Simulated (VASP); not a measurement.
Given:

```xyz
2
Lattice="3.9224 0.0000 0.0000 0.0000 3.9224 0.0000 0.0000 0.0000 3.9224" Properties=species:S:1:pos:R:3 pbc="T T T"
Tl     0.0000     0.0000     0.0000
Br     1.9612     1.9612     1.9612
```

All values below come from HSE06 screened hybrid, VASP's PBE PAW potentials (set 64) (plane waves; VASP 6.6.1). Run with 520 eV cut-off, 6×6×6 Γ-centred mesh, Gaussian smearing of 0.050 eV, potentials Tl_d Br.

Unless said otherwise, spin-orbit coupling is left out, though it shifts the bands of the heavy elements here.

### Question
Predict the energy per atom (σ→0), pressure, band gap (on the k-mesh) with the smallest direct gap where there is one.

### Answer

- band gap (on the k-mesh) = 2.42 eV
- smallest direct gap (on the k-mesh) = 2.42 eV
- energy per atom (σ→0) = -3.291 eV/atom
- pressure = 2.11 GPa

Only differences to runs with the same potentials and settings are physical.

The compound is TlBr in the CsCl type structure. This cell is one point of a volume scan, at 0.91 of the reference volume. The cell's shape comes from a PBE relaxation.
